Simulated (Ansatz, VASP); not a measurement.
**TaN: VASP beside Ansatz**

Aim: how closely do two programs agree when they are given the same cell, functional and k mesh? The cell is taken from a series of runs on this material, whose earlier steps may have relaxed, scaled, displaced or heated it; both programs get it as it stands.

Main program and level: Ansatz 0.2.0; plane waves, with VASP 6.6.1 beside it; zone-centre phonons at PBEsol.

### Step 1. Set-up

It takes space group I4/mmm (No. 139, tetragonal). The conventional cell has a = 3.114 Å, b = 3.114 Å, c = 4.200 Å, α = 90.00°, β = 90.00°, γ = 90.00°. Nearest to N lie 6 Ta at 2.10 to 2.20 Å. Ta has 6 N at 2.10 to 2.20 Å nearest. Farther neighbours and most contacts between anions are not listed.

As a file:

```cif
data_structure
_symmetry_space_group_name_H-M 'P 1'
_symmetry_Int_Tables_number 1
_cell_length_a 3.0428
_cell_length_b 3.0428
_cell_length_c 3.1142
_cell_angle_alpha 59.221
_cell_angle_beta 59.221
_cell_angle_gamma 61.559
_cell_volume 20.37
loop_
_atom_site_label
_atom_site_type_symbol
_atom_site_fract_x
_atom_site_fract_y
_atom_site_fract_z
_atom_site_occupancy
N1 N 0.00000 0.00000 0.00000 1
Ta2 Ta 0.50000 0.50000 0.50000 1
```

### Step 2. Ansatz: zone-centre phonons, PBEsol, pair 1

Ansatz runs on its PAW soft_1 files.

Second derivatives magnify differences that forces hide, and they need a tight electronic threshold.

Input file input.yaml:

```yaml
crystal:
  lattice:
    - [0.0, 2.2021032364, 2.0998979758]
    - [2.2021032364, 0.0, 2.0998979758]
    - [2.2021032364, 2.2021032364, 0.0]
  atoms:
    - { symbol: "N", position: [0.0, 0.0, 0.0] }
    - { symbol: Ta, position: [0.5, 0.5, 0.5] }
kpoints:
  mp_grid: { grid: [16, 16, 16] }
hamiltonian:
  xc: pbesol
  pseudopotentials: { kind: paw, azcp: { folder: soft_1 }, xc_functional: pbe }
scf:
  occupations: { method: methfessel_paxton, width: 0.2 }
output:
  eigenvalues: true
phonons:
  method: dfpt
```

Run with:

```
ansatz run input.yaml --threads 4 --pin off --max-ram 10240MiB --backend cpu --events-out ev --progress --plain --runs-dir out
```

Numbers of over 12 decimals in the logs are rounded to 6 here.

Log:

```text
zone centre: on kpoints.mp_grid the ground state, and the responses unless they are solved on pairs of k-points, stand on 621 of the mesh's 4096 k-points, reduced under 8 symmetry operations, with k and −k counted as one. Each operation leaves every solved displacement unchanged or reverses it
Engine: ansatz 0.2.0, aarch64-unknown-linux-gnu
Pseudopotentials: kind: paw
Pseudopotential: N, paw, valence charge 5, recommended cutoff 420 eV (normal), soft_1/N.paw.azcp
Pseudopotential: Ta, paw, valence charge 13, recommended cutoff 420 eV (normal), soft_1/Ta.paw.azcp
Functional definition: PBEsol
  exchange = pbesol_x
  correlation = pbesol_c
Crystal: 2 atoms, lattice volume = 20.366 Å³
Basis set: ecut = 420 eV, 395 PW (Γ), exchange–correlation on 48×48×48 points (8 copies of the dense FFT grid, shifted against one another)
Bands: 13, of which v1, the nominal top of the filled ones, is band 9 counted from 1 (8 counted from 0)
Symmetry: 16 space group operations
k-points: 621 of 4096 (irreducible under 8 space group operations)
Non-local potential: N, projectors of the file, l = 0: 2, l = 1: 2, l = 2: 1
Non-local potential: Ta, projectors of the file, l = 0: 3, l = 1: 2, l = 2: 2, l = 3: 1
PAW form: soft (Blöchl's): semilocal exchange-correlation on the pseudo side does not see the compensation charge
PAW frozen core: N, regenerated for the run's functional, and the local potential with it (the file was generated under x = pbe(κ = 0.804, μ = 0.219515), c = pbe(β = 0.066725))
PAW frozen core: Ta, regenerated for the run's functional, and the local potential with it (the file was generated under x = pbe(κ = 0.804, μ = 0.219515), c = pbe(β = 0.066725))
PAW one-centre angular grid: N, 110 points (default); XC on 64 Gauss nodes
PAW one-centre angular grid: Ta, 590 points (default); XC on 64 Gauss nodes
Initial density: superposition of atomic densities (chi_scale 0.1, normalization cell, long waves kept (reshape's long-wave potential 0.00 eV rms))
Initial wavefunctions: pseudopotential atomic-orbital guess
Functional: x = pbesol(κ = 0.804, μ = 0.123457), c = pbesol(β = 0.046)
SCF iter   1: F=—  HF=-10188.005315 eV  |F-HF|=—  |Δ(HF+E_count)|=         —  Δρ=5.25e-2  dr2=5.50e-1  ethr=3.10e-3  ⟨swp⟩=5.0  Hψ=86500  notcnv=0  defer=1
automatic band count: the SCF goes on with 17 bands, as 13 were too few: the levels above may hold too much charge
preconditioner: auto → none  [metal: Δε(μ)=0.016 eV  Ē_g=16.384 eV  σ=0.200 eV  W_gap=0.07  n_scr=8 (ndim 8)  ℏωp=26.0 eV  f_vac=0.000  D(μ)=0.74/eV (n_scr^D=8)  sad-step TF]
SCF iter   2: F=—  HF=-10187.965881 eV  |F-HF|=—  |Δ(HF+E_count)|=   3.94e-2  S|Δr|=    0.00e0  Δρ=3.72e-2  dr2=3.13e-1  ethr=3.06e-3  ⟨swp⟩=1.0  Hψ=15525  notcnv=0  defer=3
SCF iter   3: F=—  HF=-10187.891447 eV  |F-HF|=—  |Δ(HF+E_count)|=   7.44e-2  S|Δr|=    0.00e0  Δρ=3.26e-3  dr2=4.97e-4  ethr=1.74e-3  ⟨swp⟩=2.5  Hψ=14495  notcnv=0  defer=3
SCF iter   4: F=—  HF=-10187.891803 eV  |F-HF|=—  |Δ(HF+E_count)|=   3.55e-4  S|Δr|=    0.00e0  Δρ=5.96e-4  dr2=8.70e-5  ethr=2.76e-6  ⟨swp⟩=2.8  Hψ=19843  notcnv=0  defer=946
SCF iter   5: F=—  HF=-10187.891785 eV  |F-HF|=—  |Δ(HF+E_count)|=   1.78e-5  S|Δr|=    0.00e0  Δρ=5.41e-5  dr2=4.07e-7  ethr=4.83e-7  ⟨swp⟩=2.4  Hψ=12656  notcnv=0  defer=946
SCF iter   6: F=—  HF=-10187.891784 eV  |F-HF|=—  |Δ(HF+E_count)|=   8.48e-7  S|Δr|=    0.00e0  Δρ=6.12e-6  dr2=4.27e-9  ethr=2.26e-9  ⟨swp⟩=2.4  Hψ=13071  notcnv=0  defer=1038
SCF iter   7: F=—  HF=-10187.891784 eV  |F-HF|=—  |Δ(HF+E_count)|=  6.84e-10  S|Δr|=    0.00e0  Δρ=9.53e-7  dr2=5.86e-11  ethr=2.37e-11  ⟨swp⟩=2.0  Hψ=14418  notcnv=0  defer=1038
SCF iter   8: F=-10187.891784 eV  HF=-10187.891784 eV  |F-HF|=1.82e-12  |Δ(HF+E_count)|=  1.27e-11  S|Δr|=    0.00e0  Δρ=8.39e-8  dr2=6.12e-13  ethr=1.00e-12  ⟨swp⟩=9.5  Hψ=47798  notcnv=0
SCF 1 converged in 8 iterations: F = -10187.891784 eV  dr2 = 6.12e-13
  greatest PAW one-centre occupation: 0.999 electrons in one spin orbital (limit 2), on the Ta atom at site 1 (counted from 0), in its partial waves of l = 0
DFPT response loops at Γ: preconditioner auto → Kerker (q_TF=auto, 2.673 Å⁻¹) (partly filled bands, converged f_vac=0.000); β = 1.00, the filter's whole step (`scf.mixing.beta` (0.50) is not read by the response loops under this deck's `scf.mixing.preconditioner`; to damp them name `kerker` or `kerker_dos`, under which they read `scf.mixing.beta`, and type it under 1.00, their step now; both keys bind the ground state too); Broyden in place of MSR1
SCF converged after 8 iterations
Stability not checked: this state was not tested for a lower state beside it, because cold or Methfessel-Paxton smearing, or corrected tetrahedra, fill the levels in a way that the test cannot read (fill_not_monotonic; see scf.lower_state_search)
Free energy (F): -10187.891784 eV
Harris-Foulkes:  -10187.891784 eV  (|F-HF|=1.82e-12)
Internal energy: -10187.891855 eV  (E = F + TS)
E sigma→0 (E₀):  -10187.891802 eV
Entropy (-TS):   0.000071 eV (0.035 meV/atom)
Fermi energy:    22.418567 eV
Step filling:    the computed levels leave a gap of 0.0000 eV = 0.0 smearing widths at the electron count; against every level under it full and every level over it empty, smearing changes F+E_penalty+E_count by +0.015 meV and its σ→0 estimate by -2.26e-3 meV
--- Per-component energies (eV) ---
  E_band       = -31.941327
  E_kinetic    = 528.289001
  E_local      = -543.093033  (includes V_loc(G=0)·N_el)
  E_nonlocal   = 26.736383
  E_hartree    = 196.735359
  E_xc         = -380.191626
  E_vxc        = -311.758416  (∫ρ·V_xc dr)
  E_paw        = -8304.993547  (= ΣΔE_a)
  E_vpaw       = -125.586941  (= ΣTr[D̂ρ^β])
  E_aug_tail   = 0.000960  (compensation charges beyond the density's cutoff)
  E_ewald      = -1711.617163
  E_core_change = 0.241812  (= ΣΔE_core)
  E_smearing   = 0.000071  (= −TS)
  E_closure    = 0.000000  (closes the sum)
  Σ components = -10187.891784   (vs F -10187.891784, Δ=0.00e0)
--- Band table (eV; the first three rows and the last of 621) ---
  k-point 0: bands = [... 5 lower, 18.4107, 18.4107, 18.6835, 20.0143, 20.0143, 20.6137, 22.1411, 22.3666, ... 4 higher]
  k-point 1: bands = [... 5 lower, 17.9139, 18.0329, 18.2810, 20.2119, 20.2701, 20.7518, 22.5479, 22.7912, ... 4 higher]
  k-point 2: bands = [... 5 lower, 16.8711, 17.2829, 17.5000, 20.6431, 20.6931, 21.0335, 23.5341, 23.8003, ... 4 higher]
  k-point 620: bands = [... 5 lower, 16.1236, 16.5832, 17.5487, 17.5487, 24.7473, 26.2662, 26.2662, 27.5526, ... 4 higher]
--- Phonons (Γ-DFPT): 4 representative perturbations + reference, on 621 of 4096 k-points (Σ response iterations 12) ---
  k mesh reduced under 8 symmetry operations, with k and −k counted as one. Each operation leaves every solved displacement unchanged or reverses it
  ASR residual: 3.735e-5 → 0.000e0 eV/Å²; symmetrization residual: 9.568e-7 eV/Å²
  ASR residual per site (eV/Å²): 3.74e-5 2.81e-5
  Γ frequencies (cm⁻¹): 0.00 0.00 0.00 372.43 372.43 565.91
  non-analytic LO–TO correction: not included (Born effective charges unavailable; polar crystals: no LO–TO splitting at Γ)
```

[end of part 1 of 3]

[Lines on the potential files, build, host, timing and source positions are cut from VASP's logs without a mark.]

[Logs are printed without paths, hosts, clocks, repeated set-up lines and the standing remarks that a program may print on its own settings, such as how far it seeks lower states.]

[Hosts, paths, dates, database ids (printed as entryN), source tags and the programs' standing remarks are cut or masked in the printed files.]
